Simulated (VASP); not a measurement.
```xyz
3
Lattice="0.0000 2.6377 2.6377 2.6377 0.0000 2.6377 2.6377 2.6377 0.0000" Properties=species:S:1:pos:R:3 pbc="T T T"
Co     0.0000     0.0000     0.0000
Si     1.3188     1.3188     1.3188
Si     3.9565     3.9565     3.9565
```

These are LDA (Ceperley-Alder, Perdew-Zunger), VASP's LDA PAW potentials (set 64) (plane waves; VASP) values and carry that method's errors. Numerical set-up: 530 eV cut-off, 9×9×9 Γ-centred mesh, first-order Methfessel-Paxton smearing of 0.10 eV, potentials Co Si.

Finite-difference elastic constants of metals are sensitive to mesh and smearing; shear constants can be off by tens of GPa.

Q: Give the elastic stiffness tensor with the ions relaxed (GPa, in the frame of the cell).

A: 
```tsv
	xx	yy	zz	yz	xz	xy
xx	264	173	173	0.0	0.0	0.0
yy	173	264	173	0.0	0.0	0.0
zz	173	173	264	0.0	0.0	0.0
yz	0.0	0.0	0.0	93.4	0.0	0.0
xz	0.0	0.0	0.0	0.0	93.4	0.0
xy	0.0	0.0	0.0	0.0	0.0	93.4
```

Q: Estimate the Hill bulk modulus, Hill shear modulus, Young's modulus, Poisson's ratio.

A: 
The Hill bulk modulus comes out as 203 GPa and the Hill shear modulus is 70.1 GPa. The Young's modulus comes out as 189 GPa and the Poisson's ratio is 0.345.

The compound is CoSi2 in the fluorite structure. It was relaxed first. The run is not spin-polarised, so no magnetic state was tried. The electron count is odd and the run is not spin-polarised, which forces a metal.
